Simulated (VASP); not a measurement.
Crystal: Sb2Pt (Geversite).

```
CELL_PARAMETERS angstrom
6.46006 0.00000 0.00000
0.00000 6.46006 0.00000
0.00000 0.00000 6.46006
ATOMIC_POSITIONS crystal
Sb 0.37440 0.37440 0.37440
Sb 0.12560 0.62560 0.87440
Sb 0.87440 0.12560 0.62560
Sb 0.62560 0.87440 0.12560
Sb 0.62560 0.62560 0.62560
Sb 0.87440 0.37440 0.12560
Sb 0.12560 0.87440 0.37440
Sb 0.37440 0.12560 0.87440
Pt 0.00000 0.00000 0.00000
Pt 0.50000 0.00000 0.50000
Pt 0.50000 0.50000 0.00000
Pt 0.00000 0.50000 0.50000
```

Base run:

- Program: VASP 6.6.1
- Functional: PBE
- Potentials or basis: VASP PAW PBE potentials, release 64 (Sb, Pt)
- Cutoff: 520 eV
- k mesh: 6 × 6 × 6
- Occupations: methfessel-paxton, width 0.1 eV
- Spin: no spin polarisation

Its results: pressure 4.7 GPa; largest force 0.018 eV/Å.

After a change of settings the same cell gave: pressure 2.3 GPa; largest force 0.146 eV/Å. Which change was it?
A. spin from no spin polarisation to spin-orbit coupling, no magnetisation; further incar settings from ALGO = Normal; EDIFF = 1e-06; NBANDS = 52 to ALGO = Normal; EDIFF = 1e-06; NBANDS = 102
B. functional from PBE to r2SCAN
C. functional from PBE to LDA; potentials or basis from VASP PAW PBE potentials, release 64 (Sb, Pt) to VASP PAW LDA potentials, release 64 (Sb, Pt)

B.

Caveats: the PAW data sets were made with another functional, which shifts forces and pressure a little (some runs).
